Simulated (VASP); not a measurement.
Here is the system:

```yaml
crystal:
  lattice:
    - [0.00000, 2.75000, 2.75000]
    - [2.75000, 0.00000, 2.75000]
    - [2.75000, 2.75000, 0.00000]
  atoms:
    - { symbol: Li, position: [0.00000, 0.00000, 0.00000] }
    - { symbol: Br, position: [0.50000, 0.50000, 0.50000] }
```

The numbers are results of PBE GGA, VASP's PBE PAW potentials (set 64) (plane waves; VASP), not measurements. Run with 520 eV cut-off, 8×8×8 Γ-centred mesh, Gaussian smearing of 0.050 eV, potentials Li_sv Br.

Problem. Estimate the energy per atom (σ→0), band gap (on the k-mesh) with the smallest direct gap where there is one.

Solution. 
The band gap (on the k-mesh) is 4.95 eV, the smallest direct gap (on the k-mesh) is 4.95 eV and the energy per atom (σ→0) is -3.322 eV/atom.

Only differences to runs with the same potentials and settings are physical.

The compound is LiBr in the rock salt structure. The cell was not relaxed at this level.
